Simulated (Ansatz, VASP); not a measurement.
# Cross-check of NiHS2 between VASP and Ansatz

One calculation is typed for both programs; each brings its own data sets. How far apart do they land? Of the first pair: The structure shown is the start of the Ansatz relaxation below; VASP solves that cell, so the two are compared at the walk's first step.

Main program and level: Ansatz 0.2.0; plane waves, with VASP 6.6.1 beside it; single point at LDA.

## 1. The structure

The cell holds 4 atoms: 1 Ni, 2 S and 1 H. Cell: a = 3.707 Å, b = 3.707 Å, c = 31.244 Å, α = 90.0°, β = 90.0°, γ = 60.0°. Vacuum lies along c. The height across the vacuum is the one that the program set for its solve, not the one typed.

## 2. Ansatz: relaxation, LDA

Ansatz runs on its default PAW (the set named soft_2) files.

The two programs are compared at the cell with which this relaxation starts, whose forces are those of its first step.

input.yaml

```yaml
crystal:
  lattice:
    - [3.7071127522, -2.9e-09, 0.0]
    - [1.8535563786, 3.2104538167, 0.0]
    - [0.0, 0.0, 18.99039193]
  atoms:
    - { symbol: Ni, position: [0.6666666667, 0.6666666667, 0.46700323], spin: 1.0 }
    - { symbol: S, position: [0.0, 0.0, 0.4020073] }
    - { symbol: S, position: [0.3333333333, 0.3333333333, 0.53354898] }
    - { symbol: H, position: [0.3333333333, 0.3333333333, 0.5979927] }
  periodic: [true, true, false]
magnetization:
  spin_polarized: true
kpoints:
  mp_grid: { grid: [7, 7, 1] }
scf:
  occupations: { method: fermi_dirac, width: 0.05 }
hamiltonian:
  xc: lda
output:
  forces: true
  stress: true
relax:
  f_tol: 0.02
  max_steps: 50
  cell: {}
```

On the command line:

```bash
ansatz run input.yaml --threads 1 --pin off --max-ram 4096MiB --backend cpu --events-out ev --progress --plain --runs-dir out
```

Numbers of over 12 decimals in the logs are rounded to 6 here.

The log of the run:

```text
Warning: crystal.periodic: the lattice vector that does not repeat stood 0.000° off the slab's normal, 18.990 Å along it as the deck builds it. The run solves the slab on a vector along the normal, 31.244 Å long, with every atom where it was (on the deck's vector they left 15.27 Å outside them, and the widest stretch free of ions among them is 1.26 Å). A fractional position that the run reports is one of the run's ce [...]
crystal.periodic: the lattice vector that does not repeat stood 0.000° off the slab's normal, 18.990 Å along it as the deck builds it. The run solves the slab on a vector along the normal, 31.244 Å long, with every atom where it was (on the deck's vector they left 15.27 Å outside them, and the widest stretch free of ions among them is 1.26 Å). A fractional position that the run reports is one of the run's cell, which [...]
Engine: ansatz 0.2.0, aarch64-unknown-linux-gnu
Pseudopotentials: kind: paw
Pseudopotential: Ni, paw, valence charge 18, recommended cutoff 420 eV (normal), Ni.paw.azcp
Pseudopotential: S, paw, valence charge 6, recommended cutoff 420 eV (normal), S.paw.azcp
Pseudopotential: H, paw, valence charge 1, recommended cutoff 420 eV (normal), H.paw.azcp
Functional definition: SPW92
  exchange = slater_x
  correlation = pw_c
Crystal: 4 atoms, lattice volume = 371.847 Å³
Basis set: ecut = 420 eV, 7293 PW (Γ)
Bands: 20, of which v1, the nominal top of the filled ones, is band 16 counted from 1 (15 counted from 0)
Symmetry: 6 space group operations
Space group: P3m1 (ITA 156), of the structure as read, at distance tolerance 7.2e-5 Å
Magnetic group: BNS 156.49 (UNI 1279), of the structure as read, at distance tolerance 7.2e-5 Å
k-points: 8 of 49 (time reversal used)
Non-local potential: Ni, projectors of the file, l = 0: 3, l = 1: 2, l = 2: 3, l = 3: 1
Non-local potential: S, projectors of the file, l = 0: 2, l = 1: 2, l = 2: 2
Non-local potential: H, projectors of the file, l = 0: 2, l = 1: 1
PAW form: soft (Blöchl's): semilocal exchange-correlation on the pseudo side does not see the compensation charge
PAW frozen core: Ni, regenerated for the run's functional, and the local potential with it (the file was generated under x = pbe(κ = 0.804, μ = 0.219515), c = pbe(β = 0.066725))
PAW frozen core: S, regenerated for the run's functional, and the local potential with it (the file was generated under x = pbe(κ = 0.804, μ = 0.219515), c = pbe(β = 0.066725))
PAW one-centre angular grid: Ni, 590 points (default); XC on 64 Gauss nodes
PAW one-centre angular grid: S, 110 points (default); XC on 64 Gauss nodes
PAW one-centre angular grid: H, 110 points (default); XC on 64 Gauss nodes
[...]
SCF iter   6: F=—  HF=-7528.396786 eV  |F-HF|=—  |Δ(HF+E_count)|=   7.66e-9  Δρ=8.56e-6 (↑7.39e-6 ↓8.56e-6)  dr2=6.43e-7  dr2_m=1.97e-9  M=0.000 μB ∫|m|=0.000 μB  β_m=0.44  ethr=1.67e-9  ⟨swp⟩=2.7  Hψ=568  notcnv=0
iter 7 did not close the SCF: its close was put off for a magnetic moment that had not settled (scf_convergence_deferred on its scf_iter line)
SCF iter   7: F=-7528.396786 eV  HF=-7528.396786 eV  |F-HF|=3.07e-8  |Δ(HF+E_count)|=   5.34e-8  Δρ=1.64e-6 (↑8.25e-7 ↓1.64e-6)  dr2=3.50e-8  dr2_m=7.23e-10  M=0.000 μB ∫|m|=0.000 μB  β_m=0.54  ethr=1.29e-9  ⟨swp⟩=4.1  Hψ=1442  notcnv=0
iter 8 did not close the SCF: its close was put off for a magnetic moment that had not settled (scf_convergence_deferred on its scf_iter line)
SCF iter   8: F=-7528.396786 eV  HF=-7528.396786 eV  |F-HF|=1.24e-8  |Δ(HF+E_count)|=   1.62e-9  Δρ=1.28e-6 (↑7.95e-7 ↓1.28e-6)  dr2=1.37e-8  dr2_m=2.51e-10  M=0.000 μB ∫|m|=0.000 μB  β_m=0.63  ethr=1.13e-10  ⟨swp⟩=2.4  Hψ=966  notcnv=0
SCF iter   9: F=-7528.396786 eV  HF=-7528.396786 eV  |F-HF|=2.04e-9  |Δ(HF+E_count)|=  8.82e-10  Δρ=5.07e-7 (↑3.71e-7 ↓5.07e-7)  dr2=2.25e-9  dr2_m=3.29e-11  M=0.000 μB ∫|m|=0.000 μB  ethr=4.43e-11  ⟨swp⟩=1.9  Hψ=822  notcnv=0
the starting moments were not kept: the SCF closed with an absolute magnetisation of 1.9e-5 μB, where they sum to 1 μB in size (1 site). That is at most 0.1 of that sum. Measured as dr2_m measures the in/out step, that magnetisation stands 3.7e-10 eV from none, at or under the dr2_threshold of 4.0e-7 eV: it is no larger than a step whose dr2_m would equal this threshold.
SCF 6 converged in 9 iterations: F = -7528.396786 eV  dr2 = 2.25e-9
relax step   6: F+E_penalty+E_count = -7528.39678591 eV  Δ(F+E_penalty+E_count) = -4.045e-4 eV  max|allowed force component| = 1.271e-2 eV/Å  Δτ_max = 0.0042 Å  P = -0.004 N/m  Ω = 304.411 Å³  energy of the carried Pulay correction = +5.017e-3 eV  fix = [c, alpha, beta]  reactions: c -0.000 N/m  (9 SCF iters, dr2 threshold 4.00e-7 eV, accepted)
Initial wavefunctions: pseudopotential atomic-orbital guess (no wavefunctions were taken with the density)
iter 1 solved again at ethr=1.95e-6 eV; its pass at ethr=3.10e-3 eV (dr2=6.05e-4 eV) is discarded
SCF iter   1: F=—  HF=-7528.393665 eV  |F-HF|=—  |Δ(HF+E_count)|=         —  Δρ=9.31e-5 (↑9.29e-5 ↓9.31e-5)  dr2=4.35e-5  dr2_m=8.01e-11  M=0.000 μB ∫|m|=0.000 μB  β_m=0.65  ethr=1.95e-6  ⟨swp⟩=4.9  Hψ=3718  notcnv=0
[...]
SCF iter   4: F=—  HF=-7528.393654 eV  |F-HF|=—  |Δ(HF+E_count)|=   6.00e-6  Δρ=1.22e-5 (↑1.22e-5 ↓1.21e-5)  dr2=5.43e-6  dr2_m=3.25e-11  M=0.000 μB ∫|m|=0.000 μB  β_m=0.42  ethr=6.06e-9  ⟨swp⟩=2.6  Hψ=568  notcnv=0
SCF iter   5: F=—  HF=-7528.393656 eV  |F-HF|=—  |Δ(HF+E_count)|=   1.65e-6  Δρ=8.85e-6 (↑8.85e-6 ↓8.70e-6)  dr2=9.92e-7  dr2_m=2.30e-11  M=0.000 μB ∫|m|=0.000 μB  β_m=0.69  ethr=6.06e-9  ⟨swp⟩=2.4  Hψ=440  notcnv=0
SCF iter   6: F=—  HF=-7528.393659 eV  |F-HF|=—  |Δ(HF+E_count)|=   3.03e-6  Δρ=1.87e-6 (↑1.84e-6 ↓1.87e-6)  dr2=3.00e-8  dr2_m=2.79e-12  M=0.000 μB ∫|m|=0.000 μB  β_m=0.68  ethr=3.20e-9  ⟨swp⟩=2.4  Hψ=630  notcnv=0
SCF iter   7: F=—  HF=-7528.393659 eV  |F-HF|=—  |Δ(HF+E_count)|=   1.60e-7  Δρ=5.93e-7 (↑5.73e-7 ↓5.93e-7)  dr2=3.45e-9  dr2_m=9.70e-13  M=0.000 μB ∫|m|=0.000 μB  β_m=0.72  ethr=9.67e-11  ⟨swp⟩=3.8  Hψ=847  notcnv=0
SCF iter   8: F=—  HF=-7528.393659 eV  |F-HF|=—  |Δ(HF+E_count)|=   1.12e-9  Δρ=4.52e-7 (↑4.52e-7 ↓4.19e-7)  dr2=2.74e-9  dr2_m=9.48e-13  M=0.000 μB ∫|m|=0.000 μB  β_m=0.75  ethr=1.11e-11  ⟨swp⟩=3.3  Hψ=709  notcnv=0
SCF iter   9: F=—  HF=-7528.393659 eV  |F-HF|=—  |Δ(HF+E_count)|=   3.03e-9  Δρ=1.31e-7 (↑1.31e-7 ↓1.14e-7)  dr2=2.49e-10  dr2_m=2.97e-13  M=0.000 μB ∫|m|=0.000 μB  β_m=0.87  ethr=8.83e-12  ⟨swp⟩=2.4  Hψ=498  notcnv=0
SCF iter  10: F=—  HF=-7528.393659 eV  |F-HF|=—  |Δ(HF+E_count)|=  5.17e-10  Δρ=4.14e-8 (↑4.14e-8 ↓3.38e-8)  dr2=2.18e-11  dr2_m=7.28e-14  M=0.000 μB ∫|m|=0.000 μB  β_m=0.74  ethr=1.00e-12  ⟨swp⟩=2.9  Hψ=658  notcnv=0
SCF iter  11: F=—  HF=-7528.393659 eV  |F-HF|=—  |Δ(HF+E_count)|=  5.46e-11  Δρ=9.87e-9 (↑9.87e-9 ↓8.81e-9)  dr2=1.35e-12  dr2_m=8.67e-15  M=0.000 μB ∫|m|=0.000 μB  β_m=0.85  ethr=1.00e-12  ⟨swp⟩=1.9  Hψ=455  notcnv=0
SCF iter  12: F=-7528.393659 eV  HF=-7528.393659 eV  |F-HF|=4.00e-11  |Δ(HF+E_count)|=  2.36e-11  Δρ=1.61e-8 (↑7.35e-9 ↓1.61e-8)  dr2=1.73e-12  dr2_m=5.98e-14  M=0.000 μB ∫|m|=0.000 μB  ethr=1.00e-12  ⟨swp⟩=6.8  Hψ=1865  notcnv=0
the starting moments were not kept: the SCF closed with an absolute magnetisation of 5.6e-7 μB, where they sum to 1 μB in size (1 site). That is at most 0.1 of that sum. Measured as dr2_m measures the in/out step, that magnetisation stands 3.9e-13 eV from none, at or under the dr2_threshold of 2.1e-11 eV: it is no larger than a step whose dr2_m would equal this threshold.
SCF 7 converged in 12 iterations: F = -7528.393659 eV  dr2 = 1.73e-12
  greatest PAW one-centre occupation: 1.001 electrons in one spin orbital (limit 2), on the Ni atom at site 0 (counted from 0), in its partial waves of l = 1
relax step   7: F+E_penalty+E_count = -7528.39365876 eV  Δ(F+E_penalty+E_count) = +3.127e-3 eV  max|allowed force component| = 1.122e-2 eV/Å  Δτ_max = 0.0000 Å  P = -0.023 N/m  Ω = 304.411 Å³  fix = [c, alpha, beta]  reactions: c -0.000 N/m  stress off target by 2.33e-2 N/m on what of the cell is left free  SCF on the basis re-selected at this cell (its energy is not comparable with the rows above)  (12 SCF iters)
basis re-selected at this cell: Δ(F+E_penalty+E_count) = +3.127e-3 eV, ΔP = -0.020 N/m vs the last step (what re-selecting the basis moved, of the pressure what is left beyond the Pulay correction that the steps carried, after the strain that the cell walked since its last selection, with what the two solves' SCF thresholds leave and, on support functions, any second-order correction that the steps lacked; it is no measure of the basis error at this ecutwfc). The dense FFT grid was sized anew with the basis: this SCF ran on 24×24×216 points, the steps before it on 25×25×216, so part of this shift can come from that change (see relax.cell in the input reference). [rest of the remark cut]
SCF converged after 12 iterations
Magnetization: 0.0000 μB (15.5000 up, 15.5000 down)
Absolute magnetization: 0.0000 μB (∫|ρ↑−ρ↓|, with the PAW one-centre terms)
Spin contamination: 0.0000 ħ² per cell (⟨S²⟩ above its minimum at these occupations)
Per-site moments (μB) at R_I (Å): [(3.4373312958223276e-7, 0.910528), (7.453412346253329e-8, 0.944247), (1.1485190203499063e-8, 0.573498), (1.294869474104069e-8, 0.573498)]
Free energy (F): -7528.393659 eV
Harris-Foulkes:  -7528.393659 eV  (|F-HF|=4.00e-11)
Internal energy: -7528.368435 eV  (E = F + TS)
E sigma→0 (E₀):  -7528.381047 eV
Entropy (-TS):   -0.025224 eV (-6.306 meV/atom)
Fermi energy:    -4.461849 eV
--- Per-component energies (eV) ---
  E_band       = -859.538146
  E_kinetic    = 511.568532
  E_local      = -64907.561446  (includes V_loc(G=0)·N_el)
  E_nonlocal   = 698.426032
  E_hartree    = 31834.444659
  E_xc         = -286.018974
  E_vxc        = -296.636715  (∫ρ·V_xc dr)
  E_paw        = -2699.638627  (= ΣΔE_a)
  E_vpaw       = -534.223012  (= ΣTr[D̂ρ^β])
  E_aug_tail   = -0.000705  (compensation charges beyond the density's cutoff)
  E_ewald      = 27319.671580
  E_core_change = 0.740516  (= ΣΔE_core)
  E_smearing   = -0.025224  (= −TS)
  E_closure    = -0.000000  (closes the sum)
  Σ components = -7528.393659   (vs F -7528.393659, Δ=0.00e0)
--- Forces (eV/Å), atoms counted from 1 ---
  atom   1  Ni     0.00000000     0.00000000     0.00105282
  atom   2  S      0.00000000     0.00000000    -0.00378586
  atom   3  S     -0.00000000    -0.00000000     0.01147465
  atom   4  H     -0.00000000    -0.00000000    -0.00773699
  max |Σ_I F_I| component: 1.00e-3 eV/Å
--- 2D stress c σ (N/m, compression-positive) ---
       -0.023284      -0.000000      -0.000000
       -0.000000      -0.023284      -0.000000
       -0.000000      -0.000000      -0.000000
  P = ½ c Tr σ = -0.0233 N/m
--- Relaxed structure (6 steps of the walk, 6 accepted, 1 SCFs on fresh bases) ---
  F+E_penalty+E_count = -7528.39365876 eV   max|allowed force component| = 1.122e-2 eV/Å   (the final SCF, on the basis selected at the relaxed cell)
  cell:  # Å, volume = 304.4114 Å³
    - [3.354162, -2.61790037368226e-9, 0]
    - [1.677081, 2.904790, 0]
    - [0, 0, 31.243679]
  atoms:
    - { symbol: Ni, position: [0.666667, 0.666667, 0.285681] }
    - { symbol: S, position: [-5.204170427930421e-17, 9.251858539620028e-18, 0.246615] }
    - { symbol: S, position: [0.333333, 0.333333, 0.319586] }
    - { symbol: H, position: [0.333333, 0.333333, 0.364085] }
```

(Continued in part 2 of 2.)

[Lines on the potential files, build, host, timing and source positions are cut from VASP's logs without a mark.]

[Logs are printed without paths, hosts, clocks, repeated set-up lines and the standing remarks that a program may print on its own settings, such as how far it seeks lower states.]

[Hosts, paths, dates, database ids (printed as entryN), source tags and the programs' standing remarks are cut or masked in the printed files.]
